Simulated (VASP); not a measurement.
# MnCrSb under changes of volume

One of the cells (16.844 Å³/atom); the others are scaled copies at fixed shape and fractional positions:

```
Sb Mn Cr
1.0
     4.57519    0.00000    0.00000
    -2.28759    3.96223    0.00000
     0.00000    0.00000    5.57495
Sb Mn Cr
2 2 2
Cartesian
  0.0000 2.6415 1.3937
  2.2876 1.3207 4.1812
  0.0000 0.0000 2.7875
  0.0000 0.0000 0.0000
  0.0000 2.6415 4.1812
  2.2876 1.3207 1.3937
```

The cell comes from a database or a generator and needn't be the stable form of this composition.

- Program: VASP 6.6.1
- Functional: PBE
- Potentials or basis: VASP PAW PBE potentials, release 64 (Sb, Mn_pv, Cr_pv)
- Cutoff: 520 eV
- k mesh: 7 × 7 × 5
- Occupations: fermi-dirac, width 0.05 eV
- Spin: collinear spin, ferromagnetic start
- Starting moments: [0.0, 0.0, 4.0, 4.0, 3.0, 3.0] μB

```tsv
volume (Å³/atom)	energy over the lowest point (meV/atom)	pressure (GPa)	moment (μB per cell)
15.523	?	?	?
15.853	3.96	2.3	11.05
16.183	0.00	0.7	11.46
16.844	3.57	-2.8	11.91
17.174	10.94	-4.3	12.11
17.504	21.10	-5.4	12.36
```

**Question.** What does the run at 15.523 Å³/atom give?

**Answer.** Energy over the lowest point 8.97 meV/atom; pressure 1.2 GPa; moment 9.54 μB per cell.

Worked out: A Birch-Murnaghan fit of order 3 (a polynomial in V^(-2/3)) to the other rows has its minimum at 16.35 Å³/atom with B0 = V·E''(V) = 93 GPa and B' = 3.0 at fixed shape and positions, which overstates the stiffness. It gives 12.37 meV/atom at 15.523 Å³/atom, against the run's 8.97, and -dE/dV = 5.2 GPa, against 1.2. A parabola through the other rows of the moment, of slope 1.09 μB per Å³/atom there, extrapolates to 10.74 μB, against the run's 9.54.

Energies are extrapolated to zero smearing.

Caveats: only a ferromagnetic start was run, and an antiferromagnetic order may lie lower in energy.
